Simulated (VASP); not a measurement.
# YTlS3 (Pm-3m) in VASP: reference runs

How does YTlS3 come out in PBE? The cell is run as given.

Everything below comes from runs of VASP 6.6.1. Logs are shortened: lines on timing, memory, paths and dates and some standing lists are left out, and cuts for length are marked.

### 1 The crystal as given

It takes space group Pm-3m (No. 221, cubic). The conventional cell has a = 5.315 Å, b = 5.315 Å, c = 5.315 Å, α = 90.00°, β = 90.00°, γ = 90.00°. Y (site symmetry m-3m) is surrounded by 6 S at 2.66 Å. Tl (site symmetry m-3m) has 12 S at 3.76 Å as nearest neighbours. S (site symmetry 4/mmm) has 2 Y at 2.66 Å as nearest neighbours.

The cell was built by a generator and needn't be a form met in nature.

### 2 Single point, PBE

Input file INCAR:

```
PREC = Accurate ; ENCUT = 520
EDIFF = 1E-7 ; ISMEAR = -1
SIGMA = 0.05 ; LREAL = False
LASPH = True ; NELM = 100
ALGO = Normal ; ISIF = 2
LWAVE = False ; LCHARG = True
GGA = PE ; LELF = True
LVHAR = True ; NBANDS = 29
```

Input file KPOINTS:

```
Automatic mesh
0
Gamma
  5 5 5
```

Input file POSCAR:

```
YTlS3
1.0
    5.3151700000      0.0000000000      0.0000000000
    0.0000000000      5.3151700000      0.0000000000
    0.0000000000      0.0000000000      5.3151700000
Y Tl S
1 1 3
Direct
    0.0000000000      0.0000000000      0.0000000000
    0.5000000000      0.5000000000      0.5000000000
    0.5000000000      0.0000000000      0.0000000000
    0.0000000000      0.5000000000      0.0000000000
    0.0000000000      0.0000000000      0.5000000000
```

Potentials or basis: VASP PAW PBE potentials, release 64 (Y_sv, Tl_d, S).

Launch:

```bash
$ cat potpaw_PBE.64/Y_sv/POTCAR potpaw_PBE.64/Tl_d/POTCAR potpaw_PBE.64/S/POTCAR > POTCAR
$ mpirun -np 1 vasp_std > vasp.out
```

OUTCAR:

```text
PREC = Accurate
   ENCUT = 520
   EDIFF = 1E-7
   ISMEAR = -1
   LREAL = False
   LASPH = True
   NELM = 100
   ISIF = 2
   GGA = PE

 ion  position               nearest neighbor table
   1  0.000  0.000  0.000-   3 2.66   4 2.66   5 2.66   5 2.66   4 2.66   3 2.66
   2  0.500  0.500  0.500-
   3  0.500  0.000  0.000-   1 2.66   1 2.66
   4  0.000  0.500  0.000-   1 2.66   1 2.66
   5  0.000  0.000  0.500-   1 2.66   1 2.66

  LATTYP: Found a simple cubic cell.
 ALAT       =     5.3151700000

  Lattice vectors:

 A1 = (   5.3151700000,   0.0000000000,   0.0000000000)
 A2 = (   0.0000000000,   5.3151700000,   0.0000000000)
 A3 = (   0.0000000000,   0.0000000000,   5.3151700000)

Analysis of symmetry for initial positions (statically):
=====================================================================
 Subroutine PRICEL returns:
 Original cell was already a primitive cell.

 Routine SETGRP: Setting up the symmetry group for a
 simple cubic supercell.

 Subroutine GETGRP returns: Found 48 space group operations
 (whereof 48 operations were pure point group operations)
 out of a pool of 48 trial point group operations.

The static configuration has the point symmetry O_h .

Analysis of symmetry for dynamics (positions and initial velocities):
=====================================================================
 Subroutine PRICEL returns:
 Original cell was already a primitive cell.

 Routine SETGRP: Setting up the symmetry group for a
 simple cubic supercell.

 Subroutine GETGRP returns: Found 48 space group operations
 (whereof 48 operations were pure point group operations)
 out of a pool of 48 trial point group operations.

The dynamic configuration has the point symmetry O_h .

 Subroutine INISYM returns: Found 48 space group operations
 (whereof 48 operations are pure point group operations),
 and found     1 'primitive' translations

----------------------------------------------------------------------------------------

                                     Primitive cell

  volume of cell :     150.1590

  direct lattice vectors                    reciprocal lattice vectors
     5.315170000  0.000000000  0.000000000     0.188140737  0.000000000  0.000000000
     0.000000000  5.315170000  0.000000000     0.000000000  0.188140737  0.000000000
     0.000000000  0.000000000  5.315170000     0.000000000  0.000000000  0.188140737

  length of vectors
     5.315170000  5.315170000  5.315170000     0.188140737  0.188140737  0.188140737

  position of ions in fractional coordinates (direct lattice)
     0.000000000  0.000000000  0.000000000
     0.500000000  0.500000000  0.500000000
     0.500000000  0.000000000  0.000000000
     0.000000000  0.500000000  0.000000000
     0.000000000  0.000000000  0.500000000

  ion indices of the primitive-cell ions
   primitive index   ion index
                 1           1
                 2           2
                 3           3
                 4           4
                 5           5

----------------------------------------------------------------------------------------

 KPOINTS: Automatic mesh

Automatic generation of k-mesh.
 Grid dimensions read from file:
 generate k-points for:    5    5    5

 Generating k-lattice:

  Cartesian coordinates                     Fractional coordinates (reciprocal lattice)
     0.037628147  0.000000000  0.000000000     0.200000000  0.000000000  0.000000000
     0.000000000  0.037628147  0.000000000     0.000000000  0.200000000  0.000000000
     0.000000000  0.000000000  0.037628147     0.000000000  0.000000000  0.200000000

  Length of vectors
     0.037628147  0.037628147  0.037628147

  Shift w.r.t. Gamma in fractional coordinates (k-lattice)
     0.000000000  0.000000000  0.000000000

 Subroutine IBZKPT returns following result:
 ===========================================

 Found     10 irreducible k-points:

 Following reciprocal coordinates:
            Coordinates               Weight
  0.000000  0.000000  0.000000      1.000000
  0.200000  0.000000  0.000000      6.000000
  0.400000  0.000000  0.000000      6.000000
  0.200000  0.200000  0.000000     12.000000
  0.400000  0.200000  0.000000     24.000000
  0.400000  0.400000  0.000000     12.000000
  0.200000  0.200000  0.200000      8.000000
  0.400000  0.200000  0.200000     24.000000
  0.400000  0.400000  0.200000     24.000000
  0.400000  0.400000  0.400000      8.000000
   k-points           NKPTS =     10   k-points in BZ     NKDIM =     10   number of bands    NBANDS=     29
   number of dos      NEDOS =    301   number of ions     NIONS =      5
   total plane-waves  NPLWV =  64000
   dimension x,y,z NGX =    40 NGY =   40 NGZ =   40
   dimension x,y,z NGXF=    80 NGYF=   80 NGZF=   80
   ions per type =               1   1   3
   NGX,Y,Z   is equivalent  to a cutoff of  12.51, 12.51, 12.51 a.u.
   NGXF,Y,Z  is equivalent  to a cutoff of  25.02, 25.02, 25.02 a.u.
 SYSTEM =  unknown system
   PREC   = accura    normal or accurate (medium, high low for compatibility)
   ISTART =      0    job   : 0-new  1-cont  2-samecut
   ICHARG =      2    charge: 1-file 2-atom 10-const
   ISPIN  =      1    spin polarized calculation?
   LNONCOLLINEAR =      F non collinear calculations
   LSORBIT =      F    spin-orbit coupling
   LASPH  =      T    aspherical Exc in radial PAW
   ENCUT  =  520.0 eV  38.22 Ry    6.18 a.u.   9.88  9.88  9.88*2*pi/ulx,y,z
   NELM   =    100;   NELMIN=  2; NELMDL= -5     # of ELM steps
   EDIFF  = 0.1E-06   stopping-criterion for ELM
   LREAL  =      F    real-space projection
   EDIFFG = 0.1E-05   stopping-criterion for IOM
   NSW    =      0    number of steps for IOM
   IBRION =     -1    ionic relax: 0-MD 1-quasi-New 2-CG
   NFREE  =      0    steps in history (QN), initial steepest desc. (CG)
   ISIF   =      2    stress and relaxation
   ISYM   =      2    0-nonsym 1-usesym 2-fastsym
   POTIM  = 0.5000    time-step for ionic-motion
   TEBEG  =    0.0;   TEEND  =   0.0 temperature during run
   PSTRESS=    0.0 pullay stress
   NELECT =      42.0000    total number of electrons
   NUPDOWN=      -1.0000    fix difference up-down
   EMIN   =  10.00;   EMAX   =-10.00  energy-range for DOS
   EFERMI =   0.00;   METHOD = LEGACY
   ISMEAR =    -1;   SIGMA  =   0.05  broadening in eV -4-tet -1-fermi 0-gaus
   EFERMI_NEDOS =   21; number of points for ismear=-14 and -15
   IALGO  =     38    algorithm
   IMIX   =      4    mixing-type and parameters
     AMIX     =   0.40;   BMIX     =  1.00
     AMIX_MAG =   1.60;   BMIX_MAG =  1.00
  volume/ion in A,a.u.               =      30.03       202.66
  Fermi-wavevector in a.u.,A,eV,Ry     =   1.070633  2.023204 15.595757  1.146256
  Thomas-Fermi vector in A             =   2.206349
   LORBIT       =      0    0 simple, 1 ext, 2 COOP (PROOUT), +10 PAW based schemes
   GGA     = PE    functional components
   LHFCALC =     F    Hartree Fock is set to
   AEXX    =    0.0000 exact exchange contribution
   IVDW    =     0    specifies the selected vdW correction
   LEPSILON=     F    determine dielectric tensor
   LRPA    =     F    only Hartree local field effects (RPA)
 non-spin polarized calculation
  energy-cutoff  :      520.00
  volume of cell :      150.16
 maximum number of plane-waves:      4059
 NGX is ok and might be reduce to    40
   NGX = 19   NGY = 19   NGZ = 19

 number of electron      42.0000018 magnetization

 Free energy of the ion-electron system (eV)
  ---------------------------------------------------
  ext. energy  EPLUGINS =         0.00000000
  ---------------------------------------------------
  free energy    TOTEN  =       -24.47188614 eV

  energy without entropy =      -24.39454299  energy(sigma->0) =      -24.43321456

 E-fermi :   1.3717     XC(G=0):  -8.5757

 val. band max:        1.3544781954   @ k =   0.4000   0.2000   0.0000
 cond. band min:       1.4105851380   @ k =   0.2000   0.0000   0.0000
 fundamental gap:      0.0561069426
 Fermi energy:         1.3717034250

 k-point     1 :       0.0000    0.0000    0.0000
  band No.  band energies     occupation
      1     -39.4451      2.00000
      2     -19.5235      2.00000
      3     -19.5235      2.00000
      4     -19.5235      2.00000
      5      -9.9693      2.00000
      6      -9.3003      2.00000
[... 21 lines left out ...]
     28       6.8827      0.00000
     29       6.8827      0.00000

 k-point     2 :       0.2000    0.0000    0.0000
  band No.  band energies     occupation
      1     -39.4450      2.00000
      2     -19.5365      2.00000
      3     -19.5233      2.00000
      4     -19.5233      2.00000
      5      -9.8814      2.00000
      6      -9.2893      2.00000
[... 21 lines left out ...]
     28       6.6133      0.00000
     29       6.6965      0.00000

 k-point     3 :       0.4000    0.0000    0.0000
  band No.  band energies     occupation
      1     -39.4448      2.00000
      2     -19.5573      2.00000
      3     -19.5229      2.00000
      4     -19.5229      2.00000
      5      -9.7471      2.00000
      6      -9.2709      2.00000
[... 21 lines left out ...]
     28       6.4778      0.00000
     29       6.7031      0.00000

 k-point     4 :       0.2000    0.2000    0.0000
  band No.  band energies     occupation
      1     -39.4449      2.00000
      2     -19.5363      2.00000
      3     -19.5362      2.00000
      4     -19.5231      2.00000
      5      -9.7914      2.00000
      6      -9.2645      2.00000
[... 149 lines left out ...]
     28       6.7020      0.00000
     29       7.8706      0.00000

 k-point     9 :       0.4000    0.4000    0.2000
  band No.  band energies     occupation
      1     -39.4445      2.00000
      2     -19.5564      2.00000
      3     -19.5563      2.00000
      4     -19.5352      2.00000
      5      -9.4260      2.00000
      6      -9.1569      2.00000
[... 21 lines left out ...]
     28       7.2146      0.00000
     29       8.1253      0.00000

 k-point    10 :       0.4000    0.4000    0.4000
  band No.  band energies     occupation
      1     -39.4443      2.00000
      2     -19.5560      2.00000
      3     -19.5559      2.00000
      4     -19.5559      2.00000
      5      -9.2262      2.00000
      6      -9.1551      2.00000
[... 21 lines left out ...]
     28       7.4763      0.00000
     29       9.0132      0.00000

------------------------ aborting loop because EDIFF is reached ----------------------------------------

  FORCE on cell =-STRESS in cart. coord.  units (eV):
  Direction    XX          YY          ZZ          XY          YZ          ZX
  --------------------------------------------------------------------------------------
  -------------------------------------------------------------------------------------
  Total       -0.1437745     -0.1437745     -0.1437745      0.0000000      0.0000000     -0.0000000
  in kB       -1.5340552     -1.5340552     -1.5340552      0.0000000      0.0000000     -0.0000000
  external PRESSURE =      -1.5340552 kB  Pullay stress =       0.0000000 kB

 VOLUME and BASIS-vectors are now :
 -----------------------------------------------------------------------------
  energy-cutoff  :      520.00
  volume of cell :      150.16
      direct lattice vectors                 reciprocal lattice vectors
     5.315170000  0.000000000  0.000000000     0.188140737  0.000000000  0.000000000
     0.000000000  5.315170000  0.000000000     0.000000000  0.188140737  0.000000000
     0.000000000  0.000000000  5.315170000     0.000000000  0.000000000  0.188140737

 POSITION                                       TOTAL-FORCE (eV/Angst)
 -----------------------------------------------------------------------------------
      0.00000      0.00000      0.00000         0.000000      0.000000      0.000000
      2.65759      2.65759      2.65759         0.000000      0.000000      0.000000
      2.65759      0.00000      0.00000         0.000000      0.000000      0.000000
      0.00000      2.65759      0.00000         0.000000      0.000000      0.000000
      0.00000      0.00000      2.65759         0.000000      0.000000      0.000000
 -----------------------------------------------------------------------------------
    total drift:                               -0.000000      0.000000     -0.000000

  FREE ENERGIE OF THE ION-ELECTRON SYSTEM (eV)
  ---------------------------------------------------
  free  energy   TOTEN  =       -24.4718861379 eV

  energy  without entropy=      -24.3945429896  energy(sigma->0) =      -24.43321456
```

Run time: 44 s. Hardware: 1 thread of AMD EPYC 7R43 (Zen 3), shared host; peak memory 0.22 GiB.

Results:

| Quantity | Value |
| --- | --- |
| Free energy | -24.4719 eV |
| Pressure | -0.2 GPa |
| Band gap on the k mesh | none (metal or under the smearing width) |
